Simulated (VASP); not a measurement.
Consider the following.

```
Ta
1.0
   -1.64195     1.64195     1.64195
    1.64195    -1.64195     1.64195
    1.64195     1.64195    -1.64195
Ta
1
Cartesian
  0.00000   0.00000   0.00000
```

Computed with PBEsol GGA with spin-orbit coupling, VASP's PBE PAW potentials (set 64) (plane waves; VASP). Settings: 400 eV cut-off, 14×14×14 Γ-centred mesh, Gaussian smearing of 0.050 eV, potentials Ta_pv.

Problem. The job: Ta (space group Im-3m), 1 atom, PBEsol+SOC, static run, 400 eV, 14×14×14 Γ-centred mesh. Roughly how much core time does it take on a busy server core?

Solution. About 20 core-seconds (one run on a shared machine, a rough figure). It had 104 irreducible k-points, 18 bands, up to 668 plane waves and 12 electronic steps.

The structure comes from a measured Ta entry (Im-3m) of the Crystallography Open Database, whose conditions weren't checked. It was relaxed first.
